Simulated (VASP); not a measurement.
```
CELL_PARAMETERS angstrom
     -0.02445     4.76287     4.76259
      4.73828     0.00014     4.73800
      2.36921     2.36921     0.00000
ATOMIC_POSITIONS crystal
  In 0.99825 0.00059 0.00116
  In 0.99825 0.50059 0.00116
  N  0.14929 0.11690 0.23381
  N  0.14929 0.61690 0.23381
  N  0.60524 0.13159 0.26317
  N  0.60524 0.63159 0.26317
  Ga 0.49722 0.00093 0.00185
  Ga 0.49722 0.50093 0.00185
```

Calculation: PBEsol GGA, VASP's PBE PAW potentials (set 64) (plane waves; VASP). Settings: 520 eV cut-off, 5×5×9 Γ-centred mesh, tetrahedra with Blöchl corrections, potentials In_d N Ga_d.

The cores are frozen, which limits the accuracy of field gradients.

Question: Give the principal components of the electric field gradient (V/Å²) and the asymmetry η at each nucleus.

Answer: 
| atom | Vxx | Vyy | Vzz | η |
|---|---|---|---|---|
| In1 | -6.9 | -6.8 | 13.8 | 0.01 |
| In2 | -6.9 | -6.8 | 13.8 | 0.01 |
| N3 | -6.5 | -6.5 | 12.9 | 0.00 |
| N4 | -6.5 | -6.5 | 12.9 | 0.00 |
| N5 | 2.9 | 2.9 | -5.9 | 0.00 |
| N6 | 2.9 | 2.9 | -5.9 | 0.00 |
| Ga7 | 14.3 | 14.3 | -28.6 | 0.00 |
| Ga8 | 14.3 | 14.3 | -28.6 | 0.00 |

The structure was generated: Ga2In2N4 was put into an ordered model structure (R3m), which need not be its known phase. It was relaxed first.
